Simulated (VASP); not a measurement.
Energy against volume of NiSb (NiAs type). Method: PBEsol GGA, VASP's PBE PAW potentials (set 64) (plane waves; VASP 6.6.1). Run with 520 eV cut-off, 9×9×6 Γ-centred mesh, first-order Methfessel-Paxton smearing of 0.10 eV, potentials Ni Sb.

Shape and ions are relaxed at each volume.

```tsv
V (Å³/atom)	E (eV/atom)
15.817	-5.64339
16.322	-5.66463
16.826	-5.67112
17.331	-5.66534
```

Q: Fit these four points and predict the energy of the run at 17.836 Å³/atom.

A: A cubic in V^(−2/3), the third-order Birch-Murnaghan form, passes through the four points with V0 = 16.83 Å³/atom and B0 = 130 GPa, and gives -5.6493 eV/atom there. The run gave -5.6493 eV/atom, -0.0 meV/atom from the fit; all five points give B0 = 130 GPa.

The compound is NiSb in the NiAs type structure. It was relaxed first. The run is not spin-polarised, so no magnetic state was tried.
